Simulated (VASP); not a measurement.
The system is FePtS3.

```
Fe Pt S
1.0
     4.30061    0.00000    0.00000
     0.00000    4.30061    0.00000
     0.00000    0.00000    4.30061
Fe Pt S
1 1 3
Direct
  0.50000 0.50000 0.50000
  0.00000 0.00000 0.00000
  0.50000 0.50000 0.00000
  0.50000 0.00000 0.50000
  0.00000 0.50000 0.50000
```

The cell was built by a generator and needn't be a form met in nature.

The cell isn't the ideal one: species swapped into the KTcO3 type (Pm-3m, No. 221).

| Property | Result |
| --- | --- |
| Program | VASP 6.6.1 |
| Task | relaxation of cell and atoms |
| Functional | PBE |
| Potentials or basis | VASP PAW PBE potentials, release 64 (Fe, Pt, S) |
| Cutoff | 600 eV |
| k mesh | 4 × 4 × 4 |
| Occupations | gaussian, width 0.1 eV |
| Spin | collinear spin, typed start |
| Starting moments | [4.0, 0.0, 0.0, 0.0, 0.0] μB |

At the start: pressure 7.3 GPa; volume 15.91 Å³/atom.

Q: How do energy, volume and symmetry change on relaxing?

A: Over 3 steps the energy falls by 23.9 meV/atom and the volume is 17.04 Å³/atom (+7.1 %); space group Pm-3m (No. 221, to 0.05 Å); moment 2.72 μB per cell.

The path:
```csv
step,energy change (eV),largest force (eV/Å),pressure (GPa),volume (Å³)
1,0.0000,0.0000,7.31,79.54
2,-0.0932,0.0000,-2.81,88.20
3,-0.1194,0.0000,0.04,85.20
```

Final structure:
```xyz
5
Lattice="4.4002 0.0000 0.0000 0.0000 4.4002 0.0000 0.0000 0.0000 4.4002" Properties=species:S:1:pos:R:3 pbc="T T T"
Fe    2.2001    2.2001    2.2001
Pt    0.0000    0.0000    0.0000
S     2.2001    2.2001    0.0000
S     2.2001    0.0000    2.2001
S     0.0000    2.2001    2.2001
```

Caveat: the k mesh is coarse (spacing up to 0.37 Å⁻¹), so the values aren't converged; a cell with one magnetic atom can't hold antiferromagnetic order, which such compounds often take.
